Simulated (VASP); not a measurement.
Given:

```yaml
crystal:
  lattice:
    - [4.04527, 0.00000, 0.00000]
    - [0.00000, 4.04527, 0.00000]
    - [0.00000, 0.00000, 4.04527]
  atoms:
    - { symbol: Sc, position: [0.00000, 0.00000, 0.00000] }
    - { symbol: Rh, position: [0.00000, 0.50000, 0.50000] }
    - { symbol: Rh, position: [0.50000, 0.00000, 0.50000] }
    - { symbol: Rh, position: [0.50000, 0.50000, 0.00000] }
    - { symbol: C, position: [0.50000, 0.50000, 0.50000] }
```

These are PBEsol GGA, VASP's PBE PAW potentials (set 64) (plane waves; VASP) values and carry that method's errors. Numerical set-up: 520 eV cut-off, 9×9×9 Γ-centred mesh, tetrahedra with Blöchl corrections, potentials Sc_sv Rh_pv C.

The cores are frozen, which limits the accuracy of field gradients.

Problem. Give the principal components of the electric field gradient (V/Å²) and the asymmetry η at each nucleus.

Solution. 
```csv
atom,Vxx,Vyy,Vzz,η
Sc1,0.0,0.0,0.0,-
Rh2,23.5,23.5,-47.0,0.00
Rh3,23.5,23.5,-47.0,0.00
Rh4,23.5,23.5,-47.0,0.00
C5,0.0,0.0,0.0,-
```

The structure comes from a computed database's ScRh3C entry (Pm-3m); how it stands against other phases isn't given here. It was relaxed first.
